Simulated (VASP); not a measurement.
Data:

```
CELL_PARAMETERS angstrom
      2.90136     0.00000     0.00000
      0.00000     2.90136     0.00000
      0.00000     0.00000     2.90136
ATOMIC_POSITIONS crystal
  Ag 0.00000 0.00000 0.00000
  B  0.50000 0.50000 0.50000
```

The numbers are results of r2SCAN meta-GGA, VASP's PBE PAW potentials (set 64) (plane waves; VASP), not measurements. Run with 600 eV cut-off, 12×12×12 Γ-centred mesh, first-order Methfessel-Paxton smearing of 0.10 eV, potentials Ag B.

Each row applies one change to this cell, which was relaxed at other settings and keeps the small stress of the first row; at a fixed cut-off the stress holds a Pulay part, so it need not integrate to ΔE exactly. Stress is in GPa, positive when the cell is compressed.

```json
[
 {"change": "none", "ΔE (meV/atom)": "0.0", "σxx": "0.47", "σyy": "0.47", "σzz": "0.47", "largest shear component, with its sign (GPa)": "0.00", "largest force (eV/Å)": "0.000"},
 {"change": "isotropic strain of -0.5 %", "ΔE (meV/atom)": "1.9", "σxx": "2.68", "σyy": "2.68", "σzz": "2.68", "largest shear component, with its sign (GPa)": "0.00", "largest force (eV/Å)": "0.000"},
 {"change": "biaxial strain of +3.0 % in the xy plane", "ΔE (meV/atom)": "15.8", "σxx": "-6.95", "σyy": "-6.95", "σzz": "-5.23", "largest shear component, with its sign (GPa)": "0.00", "largest force (eV/Å)": "0.000"},
 {"change": "isotropic strain of +4.0 %", "ΔE (meV/atom)": "(withheld)", "σxx": "(withheld)", "σyy": "(withheld)", "σzz": "(withheld)", "largest shear component, with its sign (GPa)": "(withheld)", "largest force (eV/Å)": "(withheld)"},
 {"change": "biaxial strain of +0.5 % in the yz plane", "ΔE (meV/atom)": "0.2", "σxx": "-0.62", "σyy": "-1.02", "σzz": "-1.02", "largest shear component, with its sign (GPa)": "0.00", "largest force (eV/Å)": "0.000"},
 {"change": "biaxial strain of +3.0 % in the xz plane", "ΔE (meV/atom)": "15.8", "σxx": "-6.95", "σyy": "-5.23", "σzz": "-6.95", "largest shear component, with its sign (GPa)": "0.00", "largest force (eV/Å)": "0.000"},
 {"change": "uniaxial strain of -3.0 % along x", "ΔE (meV/atom)": "(withheld)", "σxx": "(withheld)", "σyy": "(withheld)", "σzz": "(withheld)", "largest shear component, with its sign (GPa)": "(withheld)", "largest force (eV/Å)": "(withheld)"},
 {"change": "uniaxial strain of +4.0 % along x", "ΔE (meV/atom)": "8.5", "σxx": "-5.43", "σyy": "-3.73", "σzz": "-3.73", "largest shear component, with its sign (GPa)": "0.00", "largest force (eV/Å)": "0.000"}
]
```

Task: Complete the blanks.

Result: 
- uniaxial strain of -3.0 % along x, ΔE (meV/atom): 8.2
- uniaxial strain of -3.0 % along x, σxx: 6.80
- uniaxial strain of -3.0 % along x, σyy: 4.17
- uniaxial strain of -3.0 % along x, σzz: 4.17
- uniaxial strain of -3.0 % along x, largest shear component, with its sign (GPa): 0.00
- uniaxial strain of -3.0 % along x, largest force (eV/Å): 0.000
- isotropic strain of +4.0 %, ΔE (meV/atom): 58.9
- isotropic strain of +4.0 %, σxx: -11.31
- isotropic strain of +4.0 %, σyy: -11.31
- isotropic strain of +4.0 %, σzz: -11.31
- isotropic strain of +4.0 %, largest shear component, with its sign (GPa): 0.00
- isotropic strain of +4.0 %, largest force (eV/Å): 0.000

Failed runs are left out, and for metals the shear rows, which the mesh's noise covers.

The structure was generated: AgB was put into the CsCl type (Pm-3m), which need not be its known phase.
